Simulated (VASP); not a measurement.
Input:

```
CELL_PARAMETERS angstrom
      4.64002     0.00000     0.00000
     -2.32001     4.01837     0.00000
      0.00000     0.00000     8.26402
ATOMIC_POSITIONS crystal
  Tl 0.00000 0.00000 0.00000
  Tl 0.00000 0.00000 0.50000
  Br 0.33333 0.66667 0.25000
  Br 0.66667 0.33333 0.75000
```

All values below come from PBE GGA, VASP's PBE PAW potentials (set 64) (plane waves; VASP 6.6.1). Run with 400 eV cut-off, 6×6×3 Γ-centred mesh, tetrahedra with Blöchl corrections, potentials Tl_d Br.

The cores are frozen, which limits the accuracy of field gradients.

Problem. Give the principal components of the electric field gradient (V/Å²) and the asymmetry η at each nucleus.

Solution. 
```
atom    Vxx    Vyy    Vzz     η
----  -----  -----  -----  ----
Tl1     9.0    9.0  -18.0  0.00
Tl2     9.0    9.0  -18.0  0.00
Br3   -14.3  -14.3   28.7  0.00
Br4   -14.3  -14.3   28.7  0.00
```

The structure was generated: TlBr was put into the NiAs type type (P6_3/mmc), which need not be its known phase. It was relaxed first, which changed the volume by +70 %.
